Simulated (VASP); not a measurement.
# Ba2Os (Cmmm) in VASP: reference runs

Reference runs on Ba2Os: the cell as given.

All numbers are computed with VASP 6.6.1; they aren't measurements. Logs are shortened: lines on timing, memory, paths and dates and some standing lists are left out, and cuts for length are marked.

**1. Starting point**

The structure is orthorhombic, space group Cmmm (No. 65). Conventional cell: a = 6.386 Å, b = 7.689 Å, c = 4.434 Å, α = 90.00°, β = 90.00°, γ = 90.00°. Ba (site symmetry 2/m) is surrounded by 2 Os at 2.50 Å. Around Os (site symmetry mmm) lie 4 Ba at 2.50 Å.

The cell was built by a generator and needn't be a form met in nature.

**2. Single point, PBE**

INCAR reads:

```
SYSTEM = Ba2Os
PREC = Accurate
ENCUT = 520
EDIFF = 1E-7
ISMEAR = -1
SIGMA = 0.05
LREAL = .False.
LASPH = .True.
NELM = 100
ALGO = Normal
ISIF = 2
LWAVE = .False.
LCHARG = .False.
GGA = PE
NBANDS = 21
```

KPOINTS reads:

```
regular mesh
0
Gamma
  6 6 6
  0 0 0
```

POSCAR reads:

```
Ba2Os
1.0
    3.1930817800     -3.8447256900      0.0000000000
    3.1930817800      3.8447256900      0.0000000000
    0.0000000000      0.0000000000      4.4341040400
Ba Os
2 1
Direct
    0.0000000000      0.5000000000      0.0000000000
    0.5000000000      0.0000000000      0.0000000000
    0.0000000000      0.0000000000      0.0000000000
```

Potentials or basis: VASP PAW PBE potentials, release 64 (Ba_sv, Os).

Run with:

```
$ cat potpaw_PBE.64/Ba_sv/POTCAR potpaw_PBE.64/Os/POTCAR > POTCAR
$ mpirun -np 1 vasp_std > vasp.out
```

OUTCAR:

```text
SYSTEM = Ba2Os
   PREC = Accurate
   ENCUT = 520
   EDIFF = 1E-7
   ISMEAR = -1
   LREAL = .False.
   LASPH = .True.
   NELM = 100
   ISIF = 2
   GGA = PE

 ion  position               nearest neighbor table
   1  0.000  0.500  0.000-   3 2.50   3 2.50   2 3.19   2 3.19   2 3.84   2 3.84
   2  0.500  0.000  0.000-   3 2.50   3 2.50   1 3.19   1 3.19   1 3.84   1 3.84
   3  0.000  0.000  0.000-   1 2.50   2 2.50   1 2.50   2 2.50

  LATTYP: Found a base centered orthorhombic cell.
 ALAT       =     6.3861635600
 B/A-ratio  =     1.2040799312
 C/A-ratio  =     0.6943298583

  Lattice vectors:

 A1 = (   3.1930817800,  -3.8447256900,   0.0000000000)
 A2 = (   3.1930817800,   3.8447256900,   0.0000000000)
 A3 = (   0.0000000000,   0.0000000000,   4.4341040400)

Analysis of symmetry for initial positions (statically):
=====================================================================
 Subroutine PRICEL returns:
 Original cell was already a primitive cell.

 Routine SETGRP: Setting up the symmetry group for a
 base centered orthorhombic supercell.

 Subroutine GETGRP returns: Found  8 space group operations
 (whereof  8 operations were pure point group operations)
 out of a pool of  8 trial point group operations.

The static configuration has the point symmetry D_2h.

Analysis of symmetry for dynamics (positions and initial velocities):
=====================================================================
 Subroutine PRICEL returns:
 Original cell was already a primitive cell.

 Routine SETGRP: Setting up the symmetry group for a
 base centered orthorhombic supercell.

 Subroutine GETGRP returns: Found  8 space group operations
 (whereof  8 operations were pure point group operations)
 out of a pool of  8 trial point group operations.

The dynamic configuration has the point symmetry D_2h.

 Subroutine INISYM returns: Found  8 space group operations
 (whereof  8 operations are pure point group operations),
 and found     1 'primitive' translations

----------------------------------------------------------------------------------------

                                     Primitive cell

  volume of cell :     108.8708

  direct lattice vectors                    reciprocal lattice vectors
[... 79 lines left out ...]
 SYSTEM =  Ba2Os
   PREC   = accura    normal or accurate (medium, high low for compatibility)
   ISTART =      0    job   : 0-new  1-cont  2-samecut
   ICHARG =      2    charge: 1-file 2-atom 10-const
   ISPIN  =      1    spin polarized calculation?
   LNONCOLLINEAR =      F non collinear calculations
   LSORBIT =      F    spin-orbit coupling
   LASPH  =      T    aspherical Exc in radial PAW
   ENCUT  =  520.0 eV  38.22 Ry    6.18 a.u.   9.29  9.29  8.24*2*pi/ulx,y,z
   NELM   =    100;   NELMIN=  2; NELMDL= -5     # of ELM steps
   EDIFF  = 0.1E-06   stopping-criterion for ELM
   LREAL  =      F    real-space projection
   EDIFFG = 0.1E-05   stopping-criterion for IOM
   NSW    =      0    number of steps for IOM
   IBRION =     -1    ionic relax: 0-MD 1-quasi-New 2-CG
   NFREE  =      0    steps in history (QN), initial steepest desc. (CG)
   ISIF   =      2    stress and relaxation
   ISYM   =      2    0-nonsym 1-usesym 2-fastsym
   POTIM  = 0.5000    time-step for ionic-motion
   TEBEG  =    0.0;   TEEND  =   0.0 temperature during run
   PSTRESS=    0.0 pullay stress
   NELECT =      28.0000    total number of electrons
   NUPDOWN=      -1.0000    fix difference up-down
   EMIN   =  10.00;   EMAX   =-10.00  energy-range for DOS
   EFERMI =   0.00;   METHOD = LEGACY
   ISMEAR =    -1;   SIGMA  =   0.05  broadening in eV -4-tet -1-fermi 0-gaus
   EFERMI_NEDOS =   21; number of points for ismear=-14 and -15
   IALGO  =     38    algorithm
   IMIX   =      4    mixing-type and parameters
     AMIX     =   0.40;   BMIX     =  1.00
     AMIX_MAG =   1.60;   BMIX_MAG =  1.00
  volume/ion in A,a.u.               =      36.29       244.90
  Fermi-wavevector in a.u.,A,eV,Ry     =   1.041095  1.967385 14.747070  1.083879
  Thomas-Fermi vector in A             =   2.175700
   LORBIT       =      0    0 simple, 1 ext, 2 COOP (PROOUT), +10 PAW based schemes
   GGA     = PE    functional components
   LHFCALC =     F    Hartree Fock is set to
   AEXX    =    0.0000 exact exchange contribution
   IVDW    =     0    specifies the selected vdW correction
   LEPSILON=     F    determine dielectric tensor
   LRPA    =     F    only Hartree local field effects (RPA)
 non-spin polarized calculation
  energy-cutoff  :      520.00
  volume of cell :      108.87
 maximum number of plane-waves:      2962
 NGX is ok and might be reduce to    40
   NGX = 19   NGY = 19   NGZ = 17

 number of electron      28.0000002 magnetization

 Free energy of the ion-electron system (eV)
  ---------------------------------------------------
  ext. energy  EPLUGINS =         0.00000000
  ---------------------------------------------------
  free energy    TOTEN  =        -8.19856105 eV

  energy without entropy =       -8.15950030  energy(sigma->0) =       -8.17903068

 E-fermi :   2.9944     XC(G=0):  -8.7453

 val. band max:        2.9924771167   @ k =   0.3333   0.1667   0.0000
 cond. band min:       2.9996613888   @ k =   0.3333   0.1667   0.5000
 fundamental gap:      0.0071842721
 Fermi energy:         2.9944435256

 k-point     1 :       0.0000    0.0000    0.0000
  band No.  band energies     occupation
      1     -25.6269      2.00000
      2     -25.0152      2.00000
      3     -12.2832      2.00000
      4     -10.7951      2.00000
      5     -10.5474      2.00000
      6     -10.3871      2.00000
[... 565 lines left out ...]
     20       5.4701      0.00000
     21       5.8584      0.00000

 [... further k-points ...]
[... 5 lines left out ...]
  --------------------------------------------------------------------------------------
  -------------------------------------------------------------------------------------
  Total       23.1982316     19.3785916     -1.4477097     -0.0000000      0.0000000      0.0000000
  in kB      341.3926653    285.1816099    -21.3049635     -0.0000000      0.0000000      0.0000000
  external PRESSURE =     201.7564372 kB  Pullay stress =       0.0000000 kB

 VOLUME and BASIS-vectors are now :
 -----------------------------------------------------------------------------
  energy-cutoff  :      520.00
  volume of cell :      108.87
      direct lattice vectors                 reciprocal lattice vectors
     3.193081780 -3.844725690  0.000000000     0.156588536 -0.130048290  0.000000000
     3.193081780  3.844725690  0.000000000     0.156588536  0.130048290  0.000000000
     0.000000000  0.000000000  4.434104040     0.000000000  0.000000000  0.225524704

 POSITION                                       TOTAL-FORCE (eV/Angst)
 -----------------------------------------------------------------------------------
      1.59654      1.92236      0.00000         0.000000      0.000000      0.000000
      1.59654     -1.92236      0.00000        -0.000000      0.000000      0.000000
      0.00000      0.00000      0.00000         0.000000      0.000000      0.000000
 -----------------------------------------------------------------------------------
    total drift:                                0.000000      0.000000     -0.000000

  FREE ENERGIE OF THE ION-ELECTRON SYSTEM (eV)
  ---------------------------------------------------
  free  energy   TOTEN  =        -8.1985610510 eV

  energy  without entropy=       -8.1595003045  energy(sigma->0) =       -8.17903068
```

stdout:

```text
POSCAR found type information on POSCAR BaOs
 POSCAR found :  2 types and       3 ions
 scaLAPACK will be used
 LDA part: xc-table for (Slater+PW92), standard interpolation
 POSCAR, INCAR and KPOINTS ok, starting setup
 FFT: planning ... GRIDC
 FFT: planning ... GRID_SOFT
 FFT: planning ... GRID
 WAVECAR not read
 entering main loop
```

Wall time 96 s (1 thread of Intel Xeon Platinum 8488C (Sapphire Rapids), shared host); peak memory 0.3 GiB.

Results:

```yaml
Free_energy: -8.1986 eV
Pressure: 20.2 GPa
Band_gap_on_the_k_mesh: none (metal or under the smearing width)
```

Stress tensor (GPa, compression positive):
```
34.14  0.00  0.00
 0.00 28.52  0.00
 0.00  0.00 -2.13
```

Caveat: so large a pressure means that the cell lies far from this level's equilibrium, or that cutoff or potentials fall short. Spin-orbit coupling is left out, which matters for the levels of Ba, Os.
